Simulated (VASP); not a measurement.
Method: PBE GGA, VASP's PBE PAW potentials (set 64) (plane waves; VASP 6.6.1).

A VASP calculation is set up with these files.

**INCAR**
```
ALGO=Normal
EDIFF=1E-6
EDIFFG=-0.02
ENCUT=620
GGA=PE
IBRION=2
ISIF=3
ISMEAR=0
LASPH=T
LCHARG=F
LMAXMIX=4
LREAL=F
LWAVE=F
NELM=100
NSW=40
PREC=Accurate
PSTRESS=100
SIGMA=0.05
SYSTEM=ZrO2
```

File KPOINTS:
```
Automatic mesh
0
Gamma
8 8 8
0 0 0
```

### POSCAR
```
ZrO2
1.0
  0.0000000000   2.5409669540   2.5409669540
  2.5409669540   0.0000000000   2.5409669540
  2.5409669540   2.5409669540   0.0000000000
Zr O
1 2
Cartesian
  0.0000000000   0.0000000000   0.0000000000
  1.2704834770   1.2704834770   1.2704834770
  3.8114504310   3.8114504310   3.8114504310
```

POTCAR, in this order: Zr_sv O (PBE.64 set). Program: vasp_std.

**Question.** Predict the energy per atom (σ→0), volume per atom, band gap (on the k-mesh).

**Answer.** 
```
Quantity                          Result
------------------------  --------------
energy per atom (σ→0)     -9.512 eV/atom
band gap (on the k-mesh)         3.42 eV
volume per atom            10.74 Å³/atom
```

### OSZICAR
```
...
DAV:   2    -0.285585039569E+02    0.11599E+00   -0.41286E-01  1136   0.583E+00    0.179E+00
DAV:   3    -0.285323096553E+02    0.26194E-01   -0.96401E-02  1464   0.273E+00    0.316E-01
DAV:   4    -0.285329891114E+02   -0.67946E-03   -0.93667E-03  1464   0.742E-01    0.318E-01
DAV:   5    -0.285341003175E+02   -0.11112E-02   -0.79438E-04  1488   0.182E-01    0.168E-01
DAV:   6    -0.285348055577E+02   -0.70524E-03   -0.12706E-03  1512   0.219E-01    0.207E-02
DAV:   7    -0.285348057973E+02   -0.23961E-06   -0.26680E-05   976   0.429E-02    0.134E-02
DAV:   8    -0.285348053729E+02    0.42443E-06   -0.48198E-06  1040   0.214E-02
   3 F= -.26524717E+02 E0= -.26524717E+02  d E =-.976642E-02
```

The compound is ZrO2 in the fluorite structure, the high-temperature cubic form, which is unstable at 0 K; the monoclinic form is the stable one. This run relaxes it under an external pressure of 10 GPa. Symmetry was kept, so distortions that lower it aren't found.
